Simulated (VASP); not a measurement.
Ba (bcc): the bulk modulus from VASP (plane waves, PAW) at several levels of theory. Static lattice, third-order Birch-Murnaghan fit over five volumes.

| level | bulk modulus (GPa) | error against measurement |
|---|---|---|
| LDA | 10.8 | +15.6 % |
| PBE | 8.6 | -7.8 % |
| RPBE | 7.9 | -15.5 % |
| AM05 | 8.5 | -9.0 % |
| PBE-D3(BJ) | 9.0 | -3.4 % |
| revTPSS | 8.5 | -9.4 % |
| r2SCAN | 8.2 | -12.2 % |
| r2SCAN+rVV10 | 8.7 | -7.2 % |

Measured: 9.3 GPa at 0 K (as given by H. Levämäki et al., Physical Review B (2014), arXiv:1402.3671; corrected for temperature and zero-point phonon effects).

The cell of the LDA run:

```yaml
crystal:
  lattice:
    - [-2.38584, 2.38584, 2.38584]
    - [2.38584, -2.38584, 2.38584]
    - [2.38584, 2.38584, -2.38584]
  atoms:
    - { symbol: Ba, position: [0.00000, 0.00000, 0.00000] }
```

Only levels that ran to the end are used. Left out are those held back, those with too coarse a band path, GW runs whose mesh misses a band edge, hybrids' fits of cells that aren't cubic and levels without matching references; a question may draw on a part of the rest.

The compound is Ba in the bcc structure.
